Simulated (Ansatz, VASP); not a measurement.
**Sn19Ge5O48 (Sn0.8Ge0.2O2, rutile) in two plane-wave programs**

Wanted: the spread between two codes on one cell, functional and k mesh. The cell is invented: As first built, before any earlier steps moved the atoms (in the runner's words): 2x2x3 conventional cells of the SnO2 type (72 atoms: 48 O, 5 Ge, 19 Sn); Sn/Ge share their sites, the best of 600 random draws by like-pair counts in two shells; start lattice by linear mixing of the end members' cells; atoms moved at random by 0.02 A. It may not be a known or stable phase. The structure shown is the start of the Ansatz relaxation below; VASP solves that cell, so the two are compared at the walk's first step.

Program: Ansatz 0.2.0. Level of theory: plane waves, with VASP 6.6.1 beside it; single point at LDA. Results are calculated unless marked as measured.

## 1. The structure

The cell holds 72 atoms: 48 O, 5 Ge and 19 Sn. Its edges and angles: a = 9.339 Å, b = 9.339 Å, c = 9.364 Å, α = 90.0°, β = 90.0°, γ = 90.0°. It derives from SnO2 (SnO2 type, space group 136), repeated 2×2×3. As first built, before any earlier steps moved the atoms (in the runner's words): 2x2x3 conventional cells of the SnO2 type (72 atoms: 48 O, 5 Ge, 19 Sn); Sn/Ge share their sites, the best of 600 random draws by like-pair counts in two shells; start lattice by linear mixing of the end members' cells; atoms moved at random by 0.02 A.

## 2. Ansatz: relaxation, LDA

Ansatz runs on its default PAW (the set named soft_2) files.

The two programs are compared at the cell with which this relaxation starts, whose forces are those of its first step.

input.yaml

```yaml
crystal:
  lattice:
    - [9.3388, 0.0, 0.0]
    - [0.0, 9.3388, 0.0]
    - [0.0, 0.0, 9.3636]
  atoms:
    - { symbol: O, position: [0.15394, 0.15554, 0.9995] }
    - { symbol: O, position: [0.09357, 0.40234, 0.16866] }
    - { symbol: O, position: [0.34711, 0.34591, 0.99981] }
    - { symbol: O, position: [0.40786, 0.09063, 0.16384] }
    - { symbol: O, position: [0.15588, 0.15495, 0.3342] }
    - { symbol: O, position: [0.09463, 0.40551, 0.49824] }
    - { symbol: O, position: [0.34514, 0.34443, 0.3345] }
    - { symbol: O, position: [0.4008, 0.09761, 0.49872] }
    - { symbol: O, position: [0.15494, 0.1525, 0.67017] }
    - { symbol: O, position: [0.09573, 0.40323, 0.83208] }
    - { symbol: O, position: [0.34512, 0.34623, 0.66692] }
    - { symbol: O, position: [0.39998, 0.09478, 0.83347] }
    - { symbol: O, position: [0.15177, 0.65336, 0.00171] }
    - { symbol: O, position: [0.09832, 0.90615, 0.16782] }
    - { symbol: O, position: [0.3494, 0.84285, 0.99855] }
    - { symbol: O, position: [0.40135, 0.59508, 0.16818] }
    - { symbol: O, position: [0.15328, 0.64922, 0.33734] }
    - { symbol: O, position: [0.09831, 0.90362, 0.49887] }
    - { symbol: O, position: [0.3443, 0.84393, 0.33068] }
    - { symbol: O, position: [0.40496, 0.59298, 0.50125] }
    - { symbol: O, position: [0.15619, 0.65331, 0.66921] }
    - { symbol: O, position: [0.09791, 0.9035, 0.83322] }
    - { symbol: O, position: [0.35014, 0.85034, 0.6639] }
    - { symbol: O, position: [0.4038, 0.59296, 0.83246] }
    - { symbol: O, position: [0.65627, 0.15398, 0.99843] }
    - { symbol: O, position: [0.59812, 0.40508, 0.16801] }
    - { symbol: O, position: [0.84856, 0.34704, 0.00056] }
    - { symbol: O, position: [0.90467, 0.09787, 0.172] }
    - { symbol: O, position: [0.65119, 0.15145, 0.33126] }
    - { symbol: O, position: [0.59238, 0.40128, 0.4973] }
    - { symbol: O, position: [0.84794, 0.34836, 0.3301] }
    - { symbol: O, position: [0.90309, 0.09331, 0.49818] }
    - { symbol: O, position: [0.65376, 0.15271, 0.66589] }
    - { symbol: O, position: [0.59925, 0.40429, 0.83143] }
    - { symbol: O, position: [0.84438, 0.34292, 0.66609] }
    - { symbol: O, position: [0.90618, 0.09852, 0.83248] }
    - { symbol: O, position: [0.65089, 0.65209, 0.99652] }
    - { symbol: O, position: [0.59063, 0.89771, 0.16665] }
    - { symbol: O, position: [0.84442, 0.8427, 0.00131] }
    - { symbol: O, position: [0.90482, 0.59912, 0.16644] }
    - { symbol: O, position: [0.65173, 0.65481, 0.33062] }
    - { symbol: O, position: [0.59531, 0.90573, 0.49722] }
    - { symbol: O, position: [0.84631, 0.84529, 0.33026] }
    - { symbol: O, position: [0.90698, 0.59346, 0.49813] }
    - { symbol: O, position: [0.65297, 0.65556, 0.66722] }
    - { symbol: O, position: [0.59447, 0.90139, 0.8346] }
    - { symbol: O, position: [0.84598, 0.84579, 0.66645] }
    - { symbol: O, position: [0.90392, 0.59564, 0.8358] }
    - { symbol: Ge, position: [0.00421, 0.99788, 0.99896] }
    - { symbol: Ge, position: [0.2515, 0.25064, 0.16544] }
    - { symbol: Ge, position: [0.24786, 0.24838, 0.50129] }
    - { symbol: Ge, position: [0.00173, 0.4978, 0.33375] }
    - { symbol: Ge, position: [0.49736, 0.00245, 0.66571] }
    - { symbol: Sn, position: [0.99863, 0.99766, 0.33438] }
    - { symbol: Sn, position: [0.00192, 0.99686, 0.66894] }
    - { symbol: Sn, position: [0.2481, 0.24897, 0.83154] }
    - { symbol: Sn, position: [0.00198, 0.50401, 0.99833] }
    - { symbol: Sn, position: [0.25206, 0.74932, 0.17028] }
    - { symbol: Sn, position: [0.25048, 0.74874, 0.50335] }
    - { symbol: Sn, position: [0.00035, 0.50081, 0.66865] }
    - { symbol: Sn, position: [0.24909, 0.75076, 0.83426] }
    - { symbol: Sn, position: [0.50081, 0.99616, 0.99989] }
    - { symbol: Sn, position: [0.75182, 0.25175, 0.16566] }
    - { symbol: Sn, position: [0.50017, 0.99869, 0.332] }
    - { symbol: Sn, position: [0.74727, 0.25024, 0.50157] }
    - { symbol: Sn, position: [0.75035, 0.25159, 0.83368] }
    - { symbol: Sn, position: [0.5007, 0.50017, 0.00043] }
    - { symbol: Sn, position: [0.74762, 0.74945, 0.16439] }
    - { symbol: Sn, position: [0.49746, 0.5041, 0.33156] }
    - { symbol: Sn, position: [0.74767, 0.74178, 0.49967] }
    - { symbol: Sn, position: [0.49993, 0.49536, 0.6661] }
    - { symbol: Sn, position: [0.75103, 0.74751, 0.83522] }
kpoints:
  mp_grid: { grid: [2, 2, 2], shift: [0.5, 0.5, 0.5] }
hamiltonian:
  xc: lda
scf:
  occupations: { method: fermi_dirac, width: 0.01 }
output:
  forces: true
  stress: true
relax:
  f_tol: 0.02
  max_steps: 45
  cell: { stress_tol: 0.1 }
```

The run is started by

```sh
$ ansatz run input.yaml --threads 4 --pin off --max-ram 15360MiB --backend cpu --events-out ev --progress --plain --runs-dir out
```

Numbers of over 12 decimals in the logs are rounded to 6 here.

Output:

```text
The last accepted step is kept in <dir> (removed where the run ends without a failure and the disk answers)
Engine: ansatz 0.2.0, aarch64-unknown-linux-gnu
Pseudopotentials: kind: paw
Pseudopotential: O, paw, valence charge 6, recommended cutoff 420 eV (normal), O.paw.azcp
Pseudopotential: Ge, paw, valence charge 14, recommended cutoff 420 eV (normal), Ge.paw.azcp
Pseudopotential: Sn, paw, valence charge 14, recommended cutoff 420 eV (normal), Sn.paw.azcp
Functional definition: SPW92
  exchange = slater_x
  correlation = pw_c
Crystal: 72 atoms, lattice volume = 816.629 Å³
Basis set: ecut = 420 eV, 15927 PW (Γ)
Bands: 384, of which v1, the nominal top of the filled ones, is band 312 counted from 1 (311 counted from 0)
Symmetry: 1 space group operations
Space group: P1 (ITA 1), of the structure as read, at distance tolerance 9.3e-5 Å
k-points: 4 of 8 (time reversal used)
Non-local potential: O, projectors of the file, l = 0: 2, l = 1: 2, l = 2: 1
Non-local potential: Ge, projectors of the file, l = 0: 2, l = 1: 2, l = 2: 3, l = 3: 1
Non-local potential: Sn, projectors of the file, l = 0: 2, l = 1: 2, l = 2: 2, l = 3: 2
PAW form: soft (Blöchl's): semilocal exchange-correlation on the pseudo side does not see the compensation charge
PAW frozen core: O, regenerated for the run's functional, and the local potential with it (the file was generated under x = pbe(κ = 0.804, μ = 0.219515), c = pbe(β = 0.066725))
PAW frozen core: Ge, regenerated for the run's functional, and the local potential with it (the file was generated under x = pbe(κ = 0.804, μ = 0.219515), c = pbe(β = 0.066725))
PAW frozen core: Sn, regenerated for the run's functional, and the local potential with it (the file was generated under x = pbe(κ = 0.804, μ = 0.219515), c = pbe(β = 0.066725))
PAW one-centre angular grid: O, 110 points (default); XC on 64 Gauss nodes
PAW one-centre angular grid: Ge, 590 points (default); XC on 64 Gauss nodes
PAW one-centre angular grid: Sn, 590 points (default); XC on 64 Gauss nodes
Initial density: superposition of atomic densities (neutral atoms: chi_scale 0, normalization atom), corrected by the library's trained network
Initial wavefunctions: pseudopotential atomic-orbital guess
Functional: x = slater, c = lda
SCF iter   1: F=—  HF=-159440.356717 eV  |F-HF|=—  |Δ(HF+E_count)|=         —  Δρ=1.88e-2  dr2=2.39e0  ethr=1.77e-3  ⟨swp⟩=6.0  Hψ=6426  notcnv=0  defer=53
preconditioner: auto → Resta (q_TF=auto, 2.609 Å⁻¹)  ε∞=3.7  [insulator: Δε(μ)=2.009 eV  Ē_g=19.918 eV  σ=0.010 eV  W_gap=1.00  n_scr=250 (ndim 8)  ℏωp=32.5 eV  f_vac=0.023  D(μ)=0.00/eV (n_scr^D=0)  ε∞_Penn≈3.7]
SCF iter   2: F=—  HF=-159439.659947 eV  |F-HF|=—  |Δ(HF+E_count)|=   6.97e-1  Δρ=4.88e-3  dr2=7.78e-2  ethr=3.82e-4  ⟨swp⟩=2.0  Hψ=2284  notcnv=0  defer=264
SCF iter   3: F=—  HF=-159439.633348 eV  |F-HF|=—  |Δ(HF+E_count)|=   2.66e-2  Δρ=2.13e-3  dr2=2.04e-2  ethr=1.25e-5  ⟨swp⟩=2.0  Hψ=2544  notcnv=0  defer=264
SCF iter   4: F=—  HF=-159439.626960 eV  |F-HF|=—  |Δ(HF+E_count)|=   6.39e-3  Δρ=5.10e-4  dr2=1.47e-3  ethr=3.26e-6  ⟨swp⟩=2.0  Hψ=1871  notcnv=0  defer=264
SCF iter   5: F=—  HF=-159439.626683 eV  |F-HF|=—  |Δ(HF+E_count)|=   2.76e-4  Δρ=2.11e-4  dr2=2.92e-4  ethr=2.36e-7  ⟨swp⟩=2.0  Hψ=2540  notcnv=0  defer=264
SCF iter   6: F=—  HF=-159439.626650 eV  |F-HF|=—  |Δ(HF+E_count)|=   3.38e-5  Δρ=6.70e-5  dr2=2.88e-5  ethr=4.68e-8  ⟨swp⟩=2.0  Hψ=2520  notcnv=0  defer=264
SCF iter   7: F=—  HF=-159439.628232 eV  |F-HF|=—  |Δ(HF+E_count)|=   1.58e-3  Δρ=3.01e-5  dr2=6.69e-6  ethr=4.62e-9  ⟨swp⟩=2.0  Hψ=2520  notcnv=0  defer=264
SCF iter   8: F=—  HF=-159439.628231 eV  |F-HF|=—  |Δ(HF+E_count)|=   8.61e-7  Δρ=9.23e-6  dr2=6.12e-7  ethr=1.07e-9  ⟨swp⟩=2.0  Hψ=2520  notcnv=0  defer=264
SCF iter   9: F=-159439.628231 eV  HF=-159439.628231 eV  |F-HF|=2.79e-8  |Δ(HF+E_count)|=   1.00e-7  Δρ=3.40e-6  dr2=7.69e-8  ethr=1.60e-11  ⟨swp⟩=4.2  Hψ=4625  notcnv=0
SCF 1 converged in 9 iterations: F = -159439.628231 eV  dr2 = 7.69e-8
  greatest PAW one-centre occupation: 0.999 electrons in one spin orbital (limit 2), on the Ge atom at site 51 (counted from 0), in its partial waves of l = 2
relax step   1: F+E_penalty+E_count = -159439.62823089 eV  Δ(F+E_penalty+E_count) = +0.000e0 eV  max|allowed force component| = 2.434e0 eV/Å  Δτ_max = 0.0000 Å  P = +2.332 GPa  Ω = 816.629 Å³  (9 SCF iters, dr2 threshold 1.00e-7 eV, accepted)
Crystal: 72 atoms, lattice volume = 822.017 Å³
Basis set: ecut = 420 eV, 16069 PW (Γ)
Initial density: handed on by an earlier stage of this run
Initial wavefunctions: those handed on with the density
iter 1 solved again at ethr=1.53e-4 eV; its pass at ethr=3.10e-3 eV (dr2=9.55e-1 eV) is discarded
SCF iter   1: F=—  HF=-159443.557170 eV  |F-HF|=—  |Δ(HF+E_count)|=         —  Δρ=1.64e-2  dr2=9.67e-1  ethr=1.53e-4  ⟨swp⟩=10.8  Hψ=6920  notcnv=0  defer=6
[...]
atom  31  O      0.00083082     0.00058051    -0.00021549
  atom  32  O     -0.00020328    -0.00010072     0.00045999
  atom  33  O     -0.00025310    -0.00018492    -0.00010992
  atom  34  O      0.00303994    -0.00073590     0.00009305
  atom  35  O      0.00042511     0.00040211     0.00104321
  atom  36  O     -0.00159366    -0.00048587     0.00238700
  atom  37  O     -0.00109161    -0.00057073    -0.00137766
  atom  38  O      0.00184732    -0.00130264    -0.00032451
  atom  39  O     -0.00170045    -0.00225203    -0.00009591
  atom  40  O     -0.00064558    -0.00000350     0.00288608
  atom  41  O      0.00000626    -0.00238155     0.00024955
  atom  42  O      0.00287018    -0.00110489     0.00202977
  atom  43  O      0.00062778    -0.00145012    -0.00135115
  atom  44  O     -0.00080839     0.00124427    -0.00307963
  atom  45  O     -0.00035556    -0.00023265    -0.00007429
  atom  46  O      0.00250455    -0.00159245    -0.00010146
  atom  47  O     -0.00002542     0.00027743     0.00004060
  atom  48  O     -0.00146331     0.00013661     0.00032736
  atom  49  Ge     0.00082916    -0.00055289    -0.00037461
  atom  50  Ge    -0.00295411    -0.00010086    -0.00115240
  atom  51  Ge    -0.00380460     0.00049680     0.00304534
  atom  52  Ge     0.00209331    -0.00031870     0.00021619
  atom  53  Ge     0.00068648     0.00436154    -0.00134665
  atom  54  Sn    -0.00189132     0.00117613     0.00060639
[...]
atom  65  Sn    -0.00186192     0.00227042    -0.00087360
  atom  66  Sn     0.00187231    -0.00047954    -0.00116556
  atom  67  Sn    -0.00277369    -0.00222544    -0.00330287
  atom  68  Sn     0.00055701     0.00280810    -0.00061312
  atom  69  Sn     0.00072153     0.00096679    -0.00051017
  atom  70  Sn    -0.00086058     0.00139510     0.00215193
  atom  71  Sn    -0.00048920     0.00049085     0.00226087
  atom  72  Sn     0.00195813     0.00075345     0.00086981
  max |Σ_I F_I| component: 5.19e-5 eV/Å
--- Stress (GPa, compression-positive) ---
       -0.051421      -0.007579       0.002100
       -0.007579      -0.054142       0.002592
        0.002100       0.002592      -0.037470
  P = ⅓ Tr σ = -0.0477 GPa (-0.477 kbar)
--- Relaxed structure (5 steps of the walk, 5 accepted, 1 SCFs on fresh bases) ---
  F+E_penalty+E_count = -159443.96154238 eV   max|allowed force component| = 5.146e-3 eV/Å   (the final SCF, on the basis selected at the relaxed cell)
  cell:  # Å, volume = 812.2766 Å³
    - [9.306230, -0.000781624, 0.00150805]
    - [-0.000781624, 9.307293, 0.000429914]
    - [0.00151206, 0.000431056, 9.377925]
  atoms:
    - { symbol: O, position: [0.149066, 0.149911, 1.011745] }
    - { symbol: O, position: [0.102484, 0.394871, 0.177996] }
    - { symbol: O, position: [0.338088, 0.339349, 1.013068] }
    - { symbol: O, position: [0.391696, 0.104563, 0.166423] }
    - { symbol: O, position: [0.163044, 0.155206, 0.334660] }
    - { symbol: O, position: [0.103418, 0.397625, 0.488459] }
    - { symbol: O, position: [0.343661, 0.334832, 0.334559] }
    - { symbol: O, position: [0.398034, 0.103143, 0.510566] }
    - { symbol: O, position: [0.152212, 0.160318, 0.652018] }
    - { symbol: O, position: [0.098639, 0.399270, 0.832405] }
    - { symbol: O, position: [0.337286, 0.346163, 0.653206] }
    - { symbol: O, position: [0.404661, 0.094144, 0.821159] }
    - { symbol: O, position: [0.153631, 0.649842, -0.00299477] }
    - { symbol: O, position: [0.091778, 0.904524, 0.155022] }
    - { symbol: O, position: [0.350328, 0.844449, 1.002871] }
    - { symbol: O, position: [0.398880, 0.594961, 0.167418] }
    - { symbol: O, position: [0.146301, 0.642714, 0.334155] }
    - { symbol: O, position: [0.097125, 0.902922, 0.498624] }
    - { symbol: O, position: [0.340252, 0.849633, 0.330812] }
    - { symbol: O, position: [0.402962, 0.598791, 0.499283] }
    - { symbol: O, position: [0.151879, 0.657111, 0.668173] }
    - { symbol: O, position: [0.100417, 0.914988, 0.846154] }
    - { symbol: O, position: [0.351235, 0.857763, 0.665709] }
    - { symbol: O, position: [0.399794, 0.594348, 0.833212] }
[...]
- { symbol: O, position: [0.648352, 0.655415, 0.332367] }
    - { symbol: O, position: [0.588430, 0.907866, 0.510452] }
    - { symbol: O, position: [0.846386, 0.852430, 0.334827] }
    - { symbol: O, position: [0.908595, 0.587677, 0.486765] }
    - { symbol: O, position: [0.656826, 0.646804, 0.666989] }
    - { symbol: O, position: [0.592853, 0.907440, 0.821187] }
    - { symbol: O, position: [0.853662, 0.844643, 0.664647] }
    - { symbol: O, position: [0.905522, 0.595838, 0.832921] }
    - { symbol: Ge, position: [0.0032476, 1.003002, 1.001948] }
    - { symbol: Ge, position: [0.246621, 0.247207, 0.171842] }
    - { symbol: Ge, position: [0.250744, 0.250507, 0.496192] }
    - { symbol: Ge, position: [0.00657013, 0.492457, 0.333947] }
    - { symbol: Ge, position: [0.497802, 0.00133977, 0.664784] }
    - { symbol: Sn, position: [1.004250, 1.003999, 0.329486] }
    - { symbol: Sn, position: [0.00331199, 1.002459, 0.668844] }
    - { symbol: Sn, position: [0.248063, 0.244063, 0.832888] }
    - { symbol: Sn, position: [0.00334282, 0.495468, 1.003987] }
    - { symbol: Sn, position: [0.242699, 0.746699, 0.166780] }
    - { symbol: Sn, position: [0.249269, 0.750350, 0.499444] }
    - { symbol: Sn, position: [0.00288548, 0.496361, 0.661630] }
    - { symbol: Sn, position: [0.252184, 0.756237, 0.833236] }
    - { symbol: Sn, position: [0.497310, 1.001466, 0.998604] }
    - { symbol: Sn, position: [0.756779, 0.251652, 0.166689] }
    - { symbol: Sn, position: [0.492580, 1.006645, 0.336772] }
    - { symbol: Sn, position: [0.750898, 0.248422, 0.499431] }
    - { symbol: Sn, position: [0.747107, 0.242091, 0.833193] }
    - { symbol: Sn, position: [0.496499, 0.496225, 0.00148447] }
    - { symbol: Sn, position: [0.755125, 0.751340, 0.167245] }
    - { symbol: Sn, position: [0.495863, 0.495597, 0.332893] }
    - { symbol: Sn, position: [0.749331, 0.748531, 0.499203] }
    - { symbol: Sn, position: [0.497004, 0.496145, 0.665593] }
    - { symbol: Sn, position: [0.752401, 0.753538, 0.833158] }
```

(Continued in part 2 of 2.)

[Lines on the potential files, build, host, timing and source positions are cut from VASP's logs without a mark.]

[Logs are printed without paths, hosts, clocks, repeated set-up lines and the standing remarks that a program may print on its own settings, such as how far it seeks lower states.]

[Hosts, paths, dates, database ids (printed as entryN), source tags and the programs' standing remarks are cut or masked in the printed files.]
